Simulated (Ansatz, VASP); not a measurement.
# Cross-check of Zn (Zinc) between VASP and Ansatz, part 2 of 2

Aim: how closely do two programs agree when they are given the same cell, functional and k mesh? The structure shown comes from an earlier Ansatz run, which isn't shown and may have moved the atoms alone.

VASP 6.6.1 and Ansatz 0.2.0.

So far: Starting point; Ansatz: elastic constants, LDA.

## 3. VASP: elastic constants, LDA

Level of this step: LDA; plane waves and PAW (Zn) (VASP).

The same cell, functional (in two slightly different forms), mesh and smearing now go to VASP, with its own data sets.

Lines of VASP's logs that name or quote its potential files are left out, and so is its time.

The input, INCAR:

```
SYSTEM = Zn
PREC = Accurate
ENCUT = 500
EDIFF = 1E-08
NELM = 120
ISMEAR = 1
SIGMA = 0.25
LREAL = .FALSE.
ALGO = Normal
GGA = CA
NBANDS = 18
LORBIT = 11
LWAVE = .FALSE.
LCHARG = .FALSE.
ISIF = 3
IBRION = 6
NFREE = 2
POTIM = 0.015
NSW = 1
LASPH = .TRUE.
GGA_COMPAT = .FALSE.
KPAR = 2
```

The input, POSCAR:

```
Zn
1.0
    2.5571295008      0.0000000000      0.0000000000
   -1.2785647504      2.2145391084      0.0000000000
    0.0000000000      0.0000000000      4.8202704570
Zn
2
Direct
    0.3333333333      0.6666666667      0.2500000000
    0.6666666667      0.3333333333      0.7500000000
```

The input, KPOINTS:

```
Automatic mesh
0
Gamma
24 24 10
0 0 0
```

PAW data sets: Zn (LDA family, release 64).

Started as:

```
mpirun -np 2 vasp_std
```

Numbers of over 12 decimals in the logs are rounded to 6 here.

What it wrote:

```text
[banner, memory and clock lines left out]
running    2 mpi-ranks, on    1 nodes
 distrk:  each k-point on    1 cores,    2 groups
 distr:  one band on    1 cores,    1 groups

 POSCAR found type information on POSCAR Zn
 POSCAR found :  1 types and       2 ions
 LDA part: xc-table for (Slater(with rela. corr.)+CA(PZ))
 , standard interpolation
 POSCAR, INCAR and KPOINTS ok, starting setup
 FFT: planning ... GRIDC
 FFT: planning ... GRID_SOFT
 FFT: planning ... GRID
 WAVECAR not read
 entering main loop
       N       E                     dE             d eps       ncg     rms          rms(c)
DAV:   1     0.105075600506E+03    0.10508E+03   -0.12278E+04 13688   0.213E+03
DAV:   2     0.171652569516E+00   -0.10490E+03   -0.10186E+03 13224   0.297E+02
DAV:   3    -0.405779237059E+01   -0.42294E+01   -0.42125E+01 14842   0.683E+01
DAV:   4    -0.407990768100E+01   -0.22115E-01   -0.22109E-01 14626   0.495E+00
DAV:   5    -0.407993618510E+01   -0.28504E-04   -0.28504E-04 14136   0.159E-01    0.516E+00
DAV:   6    -0.378720395337E+01    0.29273E+00   -0.11282E+00 14216   0.238E+01    0.361E+00
DAV:   7    -0.376472088642E+01    0.22483E-01   -0.46474E-02 16826   0.387E+00    0.181E+00
DAV:   8    -0.375468415300E+01    0.10037E-01   -0.32094E-03 17972   0.815E-01    0.552E-02
DAV:   9    -0.375465011371E+01    0.34039E-04   -0.29636E-04 16880   0.210E-01    0.301E-02
DAV:  10    -0.375465319562E+01   -0.30819E-05   -0.20102E-05 14092   0.407E-02    0.261E-03
DAV:  11    -0.375465317024E+01    0.25378E-07   -0.69651E-07 14424   0.107E-02    0.215E-03
DAV:  12    -0.375465317827E+01   -0.80322E-08   -0.17342E-08 11456   0.175E-03
   1 F= -.37546532E+01 E0= -.37550068E+01  d E =0.106074E-02
[... from here on, the cycles between the ionic steps are left out ...]
   2 F= -.37519612E+01 E0= -.37523582E+01  d E =0.119079E-02
   3 F= -.37472495E+01 E0= -.37475863E+01  d E =0.101045E-02
   8 F= -.37526520E+01 E0= -.37530236E+01  d E =0.111483E-02
   9 F= -.37526520E+01 E0= -.37530236E+01  d E =0.111483E-02
  10 F= -.37537805E+01 E0= -.37541797E+01  d E =0.119771E-02
  11 F= -.37537805E+01 E0= -.37541797E+01  d E =0.119771E-02
  12 F= -.37537740E+01 E0= -.37541712E+01  d E =0.119167E-02
  13 F= -.37537740E+01 E0= -.37541712E+01  d E =0.119168E-02
  14 F= -.37545847E+01 E0= -.37549386E+01  d E =0.106175E-02
  15 F= -.37545847E+01 E0= -.37549386E+01  d E =0.106175E-02
  16 F= -.37543241E+01 E0= -.37546772E+01  d E =0.105927E-02
 Finite differences progress:
  Degree of freedom:   8/  8
  Displacement:        1/  2
  Total:              15/ 16
 bond charge predicted
       N       E                     dE             d eps       ncg     rms          rms(c)
DAV:   1    -0.375382622406E+01    0.49784E-03   -0.36762E+00 20656   0.145E+01    0.806E-02
DAV:   2    -0.375437481597E+01   -0.54859E-03   -0.62527E-03 20388   0.820E-01    0.465E-02
DAV:   3    -0.375432906297E+01    0.45753E-04   -0.52495E-05 22928   0.948E-02    0.137E-02
DAV:   4    -0.375432429321E+01    0.47698E-05   -0.86982E-06 22608   0.406E-02    0.217E-03
DAV:   5    -0.375432410201E+01    0.19120E-06   -0.53665E-07 21648   0.674E-03    0.885E-04
DAV:   6    -0.375432406879E+01    0.33216E-07   -0.51215E-08 21164   0.175E-03    0.186E-04
DAV:   7    -0.375432406768E+01    0.11141E-08   -0.31689E-09 11484   0.524E-04
  17 F= -.37543241E+01 E0= -.37546772E+01  d E =0.105927E-02
 Finite differences progress:
  Degree of freedom:   8/  8
  Displacement:        2/  2
  Total:              16/ 16
```

Parts of OUTCAR (step 3):

```text
ion  position               nearest neighbor table
   1  0.333  0.667  0.250-   2 2.83   2 2.83   2 2.83   2 2.83   2 2.83   2 2.83
   2  0.667  0.333  0.750-   1 2.83   1 2.83   1 2.83   1 2.83   1 2.83   1 2.83

  LATTYP: Found a hexagonal cell.
 ALAT       =     2.5571295008
 C/A-ratio  =     1.8850318122

 Subroutine GETGRP returns: Found 24 space group operations
 (whereof 12 operations were pure point group operations)

The static configuration has the point symmetry D_3d.
 The point group associated with its full space group is D_6h.

 Found    366 irreducible k-points:

   k-points           NKPTS =    366   k-points in BZ     NKDIM =    366   number of bands    NBANDS=     18

   dimension x,y,z NGX =    20 NGY =   20 NGZ =   36
   dimension x,y,z NGXF=    40 NGYF=   40 NGZF=   72

   ENCUT  =  500.0 eV  36.75 Ry    6.06 a.u.   4.66  4.66  8.79*2*pi/ulx,y,z

   NELECT =      24.0000    total number of electrons

 k-points in reciprocal lattice and weights: Automatic mesh
   0.00000000  0.00000000  0.00000000       0.000
   0.04166667  0.00000000  0.00000000       0.001
   0.08333333 -0.00000000  0.00000000       0.001
   0.12500000  0.00000000  0.00000000       0.001
   0.16666667  0.00000000  0.00000000       0.001
   0.20833333 -0.00000000  0.00000000       0.001
   0.25000000  0.00000000  0.00000000       0.001
   0.29166667  0.00000000  0.00000000       0.001
   0.33333333  0.00000000  0.00000000       0.001
[...]
0.33333333  0.29166667  0.50000000       0.002
   0.33333333  0.33333333  0.50000000       0.000

 average (electrostatic) potential at core
       1 -37.4997       2 -37.4997

 E-fermi :   3.6262

 k-point     1 :       0.0000    0.0000    0.0000
  band No.  band energies     occupation
    ...
      9      -3.8814      2.00000
     10      -3.6441      2.00000
     11      -3.6441      2.00000
     12      -0.5409      2.00000
     13       0.5202      2.00000
     14      17.6989      0.00000
     15      21.7296      0.00000
     16      22.8070      0.00000
     17      22.8070      0.00000
     18      24.1891      0.00000

 k-point     2 :       0.0417    0.0000    0.0000
  band No.  band energies     occupation
    ...
      9      -3.8873      2.00000
     10      -3.6881      2.00000
     11      -3.6435      2.00000
     12      -0.4398      2.00000
     13       0.5460      2.00000
     14      17.7629      0.00000
     15      21.4113      0.00000
     16      21.8451      0.00000
     17      22.1304      0.00000
     18      23.4687      0.00000

 k-point     3 :       0.0833   -0.0000    0.0000
  band No.  band energies     occupation
    ...
      9      -3.9043      2.00000
     10      -3.7959      2.00000
     11      -3.6421      2.00000
     12      -0.1535      2.00000
     13       0.6258      2.00000
     14      17.9518      0.00000
     15      19.3925      0.00000
     16      21.0397      0.00000
     17      21.7110      0.00000
     18      22.8724      0.00000

  Total        0.1428840      0.1428840      0.0692096      0.0000000      0.0000000      0.0000000
  in kB        8.3866153      8.3866153      4.0622732      0.0000000      0.0000000      0.0000000
  external PRESSURE =       6.9451680 kB  Pullay stress =       0.0000000 kB

  energy-cutoff  :      500.00
  volume of cell :       27.30
      direct lattice vectors                 reciprocal lattice vectors
     2.557129501  0.000000000  0.000000000     0.391063495  0.225780614  0.000000000
    -1.278564750  2.214539108  0.000000000     0.000000000  0.451561228  0.000000000
     0.000000000  0.000000000  4.820270457     0.000000000  0.000000000  0.207457239

 POSITION                                       TOTAL-FORCE (eV/Angst)
 -----------------------------------------------------------------------------------
     -0.00000      1.47636      1.19007        -0.000000      0.000000      0.043212
      1.27856      0.73818      3.61520         0.000000     -0.000000     -0.043212
 -----------------------------------------------------------------------------------
    total drift:                                0.000000     -0.000000     -0.000261

  FREE ENERGIE OF THE ION-ELECTRON SYSTEM (eV)
  ---------------------------------------------------
  free  energy   TOTEN  =        -3.7543240677 eV

  energy  without entropy=       -3.7553833384  energy(sigma->0) =       -3.75467716

  SYMMETRIZED ELASTIC MODULI (kBar)
 Direction    XX          YY          ZZ          XY          YZ          ZX
 --------------------------------------------------------------------------------
 XX        2628.7227    545.4686    539.3398      0.0000     -0.0000      0.0000
 YY         545.4686   2628.7227    539.3398      0.0000      0.0000      0.0000
 ZZ         539.3398    539.3398   1135.7669      0.0000      0.0000     -0.0000
 XY           0.0000      0.0000      0.0000   1041.6271      0.0000     -0.0000
 YZ          -0.0000      0.0000      0.0000      0.0000    462.3431      0.0000
 ZX           0.0000      0.0000      0.0000     -0.0000      0.0000    462.3431
 --------------------------------------------------------------------------------

 Eigenvectors and eigenvalues of the dynamical matrix
 ----------------------------------------------------

   1 f  =    4.640421 THz    29.156625 2PiTHz  154.787782 cm-1    19.191230 meV
             X         Y         Z           dx          dy          dz
     -0.000000  1.476359  1.205068     0.000000    0.000000   -0.707107
      1.278565  0.738180  3.615203     0.000000    0.000000    0.707107

   2 f  =    2.230342 THz    14.013653 2PiTHz   74.396207 cm-1     9.223950 meV
             X         Y         Z           dx          dy          dz
     -0.000000  1.476359  1.205068    -0.707107   -0.000001   -0.000000
      1.278565  0.738180  3.615203     0.707107    0.000001    0.000000

   3 f  =    2.230342 THz    14.013653 2PiTHz   74.396207 cm-1     9.223950 meV
             X         Y         Z           dx          dy          dz
     -0.000000  1.476359  1.205068    -0.000001    0.707107    0.000000
      1.278565  0.738180  3.615203     0.000001   -0.707107    0.000000

   4 f  =    0.000000 THz     0.000000 2PiTHz    0.000002 cm-1     0.000000 meV
             X         Y         Z           dx          dy          dz
     -0.000000  1.476359  1.205068     0.632456    0.316228    0.000000
      1.278565  0.738180  3.615203     0.632456    0.316228    0.000000

   5 f  =    0.000000 THz     0.000000 2PiTHz    0.000000 cm-1     0.000000 meV
             X         Y         Z           dx          dy          dz
     -0.000000  1.476359  1.205068     0.316228   -0.632456   -0.000000
      1.278565  0.738180  3.615203     0.316228   -0.632456    0.000000

   6 f  =    0.000000 THz     0.000000 2PiTHz    0.000000 cm-1     0.000000 meV
             X         Y         Z           dx          dy          dz
     -0.000000  1.476359  1.205068     0.000000   -0.000000    0.707107
      1.278565  0.738180  3.615203     0.000000    0.000000    0.707107

 ELASTIC MODULI CONTR FROM IONIC RELAXATION (kBar)
 Direction    XX          YY          ZZ          XY          YZ          ZX
 --------------------------------------------------------------------------------
 XX          -1.4521      1.4521     -0.0000      0.0000      0.0000     -0.0000
 YY           1.4521     -1.4521      0.0000     -0.0000      0.0000      0.0000
 ZZ          -0.0000      0.0000     -0.0000      0.0000      0.0000      0.0000
 XY           0.0000     -0.0000      0.0000     -1.4521      0.0000     -0.0000
 YZ           0.0000      0.0000      0.0000      0.0000      0.0000      0.0000
 ZX          -0.0000      0.0000      0.0000     -0.0000      0.0000     -0.0000
 --------------------------------------------------------------------------------

 TOTAL ELASTIC MODULI (kBar)
 Direction    XX          YY          ZZ          XY          YZ          ZX
 --------------------------------------------------------------------------------
 XX        2627.2706    546.9207    539.3398      0.0000     -0.0000     -0.0000
 YY         546.9207   2627.2706    539.3398     -0.0000      0.0000      0.0000
 ZZ         539.3398    539.3398   1135.7669      0.0000      0.0000     -0.0000
 XY           0.0000     -0.0000      0.0000   1040.1749      0.0000     -0.0000
 YZ          -0.0000      0.0000      0.0000      0.0000    462.3431      0.0000
 ZX          -0.0000      0.0000      0.0000     -0.0000      0.0000    462.3431
 --------------------------------------------------------------------------------

 total charge
# of ion       s       p       d       tot
------------------------------------------
    1        0.621   0.534   9.728  10.883
    2        0.621   0.534   9.728  10.883
--------------------------------------------------
tot          1.241   1.068  19.457  21.766

[... 3 further parts left out ...]
```

Levels, forces or a CONTCAR printed for this step are those of its last displaced cell, not of the structure at rest.

## 4. Comparison

Known differences besides the potentials themselves: the two LDA forms differ slightly; the cutoff is 420 eV in Ansatz and 500 eV in VASP; VASP's log shows a relativistic correction to its local exchange, Ansatz's none; VASP takes each elastic constant from one size of strain, Ansatz from those that its log lists. Total energies have different zeros and are not compared.

The two programs side by side:

```csv
quantity,Ansatz,VASP,difference
C11 (GPa),259.8,262.7,-1.11 %
C22 (GPa),259.8,262.7,-1.11 %
C33 (GPa),110.7,113.6,-2.55 %
C12 (GPa),54.0,54.7,-1.31 %
C13 (GPa),51.4,53.9,-4.63 %
C23 (GPa),51.4,53.9,-4.63 %
C44 (GPa),45.5,46.2,-1.55 %
C55 (GPa),45.5,46.2,-1.55 %
C66 (GPa),102.9,104.0,-1.05 %
```

## 5. Outcome

```
difference in C13 (elastic constants, LDA) : -4.6 %
```

What this shows: The difference in C13 is -4.6 % (elastic constants, LDA), within the 5 % picked in this series as the mark of a large difference. How closely two codes agree says nothing of how well the functional describes the real material.

[Lines on the potential files, build, host, timing and source positions are cut from VASP's logs without a mark.]

[Logs are printed without paths, hosts, clocks, repeated set-up lines and the standing remarks that a program may print on its own settings, such as how far it seeks lower states.]

[Hosts, paths, dates, database ids (printed as entryN), source tags and the programs' standing remarks are cut or masked in the printed files.]
